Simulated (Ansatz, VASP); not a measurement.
Two plane-wave programs on Rb3Sr

```xyz
4
Lattice="7.1193 0.0000 0.0000 0.0000 7.1193 0.0000 0.0000 0.0000 7.1193" Properties=species:S:1:pos:R:3 pbc="T T T"
Rb    3.5597    0.0000    0.0000
Rb    0.0000    3.5597    0.0000
Rb    0.0000    0.0000    3.5597
Sr    3.5597    3.5597    3.5597
```

Alike in both runs: task single point; functional PBE; k mesh 6 × 6 × 6; occupations gaussian, width 0.1 eV; no spin polarisation.

|  | VASP | Ansatz |
| --- | --- | --- |
| version | VASP 6.6.1 | Ansatz 0.2.0 |
| potentials or method | VASP PAW PBE potentials, release 64 (Rb_sv, Sr_sv) | scalar-relativistic, plane waves, PAW |
| plane-wave cutoff (eV) | 520 | 420 |
| valence electrons in the cell | 37 | 37 |

|  | VASP | Ansatz | Ansatz less VASP |
| --- | --- | --- | --- |
| gap on the k mesh at the Fermi level (eV) | none | none | - |
| pressure (GPa) | -0.4 | -0.4 | 0.00 |

A gap of «none» marks a metal or a gap that the smearing closes.
